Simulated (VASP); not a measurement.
Level of theory: PBEsol GGA, VASP's PBE PAW potentials (set 64) (plane waves; VASP 6.6.1).

A VASP calculation is set up with these files.

**KPOINTS**
```
Regular mesh
0
G
 4 4 4
0 0 0
```

File POSCAR:
```
CsPbCl3
1
    5.5055014627     0.0000000000     0.0000000000
    0.0000000000     5.5055014627     0.0000000000
    0.0000000000     0.0000000000     5.5055014627
Cs Pb Cl
1 1 3
Direct
  0.0000000000   0.0000000000   0.0000000000
  0.5000000000   0.5000000000   0.5000000000
  0.5000000000   0.0000000000   0.5000000000
  0.0000000000   0.5000000000   0.5000000000
  0.5000000000   0.5000000000   0.0000000000
```

**INCAR**
```
# general
SYSTEM  = CsPbCl3
PREC    = Accurate
ENCUT   = 520   # plane-wave cut-off (eV)
LREAL   = F   # projection in real space or not
LASPH   = T

# electronic loop
EDIFF   = 1E-7   # SCF stop (eV)
NELM    = 100
ALGO    = Normal   # blocked Davidson
LMAXMIX = 4

# smearing
ISMEAR  = 0   # Gaussian
SIGMA   = 0.05   # width (eV)

# functional
GGA     = PS   # PBEsol

# ions
ISIF    = 2   # forces and stress, cell fixed

# output
LWAVE   = F
LCHARG  = F
```

POTCAR, in this order: Cs_sv Pb_d Cl (PBE.64 set). Program: vasp_std.

Output of the run:

### OUTCAR
```
 ion  position               nearest neighbor table
   1  0.000  0.000  0.000-
   2  0.500  0.500  0.500-   3 2.75   4 2.75   5 2.75   5 2.75   3 2.75   4 2.75
   3  0.500  0.000  0.500-   2 2.75   2 2.75
   4  0.000  0.500  0.500-   2 2.75   2 2.75
   5  0.500  0.500  0.000-   2 2.75   2 2.75
  LATTYP: Found a simple cubic cell.
 ALAT       =     5.5055014627
 Subroutine PRICEL returns:
 Original cell was already a primitive cell.
 Subroutine GETGRP returns: Found 48 space group operations
The static configuration has the point symmetry O_h .
The dynamic configuration has the point symmetry O_h .
 Subroutine INISYM returns: Found 48 space group operations
 Subroutine IBZKPT returns following result:
 Found     10 irreducible k-points:

 Following reciprocal coordinates:
            Coordinates               Weight
  0.000000  0.000000  0.000000      1.000000
  0.250000  0.000000  0.000000      6.000000
  0.500000  0.000000  0.000000      3.000000
  0.250000  0.250000  0.000000     12.000000
  0.500000  0.250000  0.000000     12.000000
  0.500000  0.500000  0.000000      3.000000
...
```

OSZICAR:
```
       N       E                     dE             d eps       ncg     rms          rms(c)
DAV:   1     0.418270882128E+03    0.41827E+03   -0.19785E+04   520   0.157E+03
DAV:   2     0.313436038780E+02   -0.38693E+03   -0.37820E+03   632   0.357E+02
DAV:   3    -0.170658813374E+02   -0.48409E+02   -0.47145E+02   640   0.133E+02
DAV:   4    -0.188664855815E+02   -0.18006E+01   -0.17960E+01   692   0.321E+01
DAV:   5    -0.189246134279E+02   -0.58128E-01   -0.58059E-01   706   0.454E+00    0.599E+00
DAV:   6    -0.183169382179E+02    0.60768E+00   -0.13774E+00   694   0.125E+01    0.378E+00
DAV:   7    -0.182896781961E+02    0.27260E-01   -0.54963E-01   794   0.489E+00    0.162E+00
DAV:   8    -0.182965134811E+02   -0.68353E-02   -0.73559E-02   782   0.245E+00    0.302E-01
DAV:   9    -0.182960560050E+02    0.45748E-03   -0.15371E-02   730   0.109E+00    0.120E-01
DAV:  10    -0.182964840031E+02   -0.42800E-03   -0.16051E-03   666   0.292E-01    0.374E-02
DAV:  11    -0.182965213350E+02   -0.37332E-04   -0.13035E-04   654   0.871E-02    0.145E-02
DAV:  12    -0.182965249903E+02   -0.36553E-05   -0.23979E-05   666   0.710E-02    0.384E-03
DAV:  13    -0.182965248202E+02    0.17013E-06   -0.21747E-06   742   0.174E-02    0.229E-03
DAV:  14    -0.182965250291E+02   -0.20897E-06   -0.69644E-07   676   0.853E-03    0.966E-04
DAV:  15    -0.182965249930E+02    0.36116E-07   -0.35398E-08   402   0.208E-03
   1 F= -.18296525E+02 E0= -.18296525E+02  d E =-.113607E-11
```

OUTCAR:
```
------------------------ aborting loop because EDIFF is reached ----------------------------------------
  FORCE on cell =-STRESS in cart. coord.  units (eV):
  Direction    XX          YY          ZZ          XY          YZ          ZX
  --------------------------------------------------------------------------------------
  Total        1.9300959      1.9300959      1.9300959     -0.0000000     -0.0000000     -0.0000000
  in kB       18.5309989     18.5309989     18.5309989     -0.0000000     -0.0000000     -0.0000000
  external PRESSURE =      18.5309989 kB  Pullay stress =       0.0000000 kB
  volume of cell :      166.87
      direct lattice vectors                 reciprocal lattice vectors
     5.505501463  0.000000000  0.000000000     0.181636497  0.000000000  0.000000000
     0.000000000  5.505501463  0.000000000     0.000000000  0.181636497  0.000000000
     0.000000000  0.000000000  5.505501463     0.000000000  0.000000000  0.181636497
 POSITION                                       TOTAL-FORCE (eV/Angst)
 -----------------------------------------------------------------------------------
      0.00000      0.00000      0.00000         0.000000      0.000000      0.000000
      2.75275      2.75275      2.75275         0.000000      0.000000      0.000000
      2.75275      0.00000      2.75275         0.000000      0.000000      0.000000
      0.00000      2.75275      2.75275         0.000000      0.000000      0.000000
      2.75275      2.75275      0.00000         0.000000      0.000000      0.000000
 -----------------------------------------------------------------------------------
    total drift:                                0.000000     -0.000000     -0.000000
  FREE ENERGIE OF THE ION-ELECTRON SYSTEM (eV)
  ---------------------------------------------------
  free  energy   TOTEN  =       -18.2965249930 eV

  energy  without entropy=      -18.2965249930  energy(sigma->0) =      -18.29652499
```
(Selected blocks of OUTCAR.)

The compound is CsPbCl3 in the cubic perovskite structure, the ideal cubic form; the compound distorts at low or room temperature. This cell is one point of a volume scan, at 0.94 of the reference volume.
